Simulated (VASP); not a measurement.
TaTiN2 (space group P4/mmm): computed properties

Level of theory: PBEsol GGA, VASP's PBE PAW potentials (set 64) (plane waves; VASP).

```yaml
space_group: P4/mmm (123)
cell: a = 3.046 Å, b = 3.046 Å, c = 4.292 Å, α = 90.00°, β = 90.00°, γ = 90.00°
volume_per_atom: 9.96 Å³/atom
band gap (over mesh and band path): none (metal, semimetal or under 0.01 eV)
hill_bulk_modulus: 331 GPa
hill_shear_modulus: 155 GPa
Poisson's ratio: 0.297
band_gap_with_spin_orbit_coupling: none (metallic)
density: 10.71 g/cm³
optical Γ-point spectrum: 91, 157 (×2), 455 (×2), 493, 528 (×2), 529 cm⁻¹
C11: 509 GPa
C12: 319 GPa
C13: 153 GPa
C33: 711 GPa
C44: 115 GPa
C66: 251 GPa
```

```cif
data_N2TaTi
_chemical_formula_sum 'Ti1 Ta1 N2'
_space_group_name_H-M_alt 'P4/mmm'
_space_group_IT_number 123
_space_group_name_Hall '-P 4 2'
_cell_length_a 3.04596
_cell_length_b 3.04596
_cell_length_c 4.29209
_cell_angle_alpha 90.000
_cell_angle_beta 90.000
_cell_angle_gamma 90.000
loop_
_atom_site_label
_atom_site_type_symbol
_atom_site_symmetry_multiplicity
_atom_site_Wyckoff_symbol
_atom_site_fract_x
_atom_site_fract_y
_atom_site_fract_z
_atom_site_occupancy
Ti1 Ti 1 d 0.50000 0.50000 0.50000 1
Ta1 Ta 1 a 0.00000 0.00000 0.00000 1
N1 N 1 b 0.00000 0.00000 0.50000 1
N2 N 1 c 0.50000 0.50000 0.00000 1
```

Finite-difference elastic constants of metals are sensitive to mesh and smearing; shear constants can be off by tens of GPa. Unless said otherwise, spin-orbit coupling is left out, though it shifts the bands of the heavy elements here.

The structure comes from a computed database's TaTiN2 entry (P4/mmm); how it stands against other phases isn't given here. It was relaxed first. Symmetry was kept, so distortions that lower it aren't found. The electron count is odd and the run is not spin-polarised, which forces a metal.
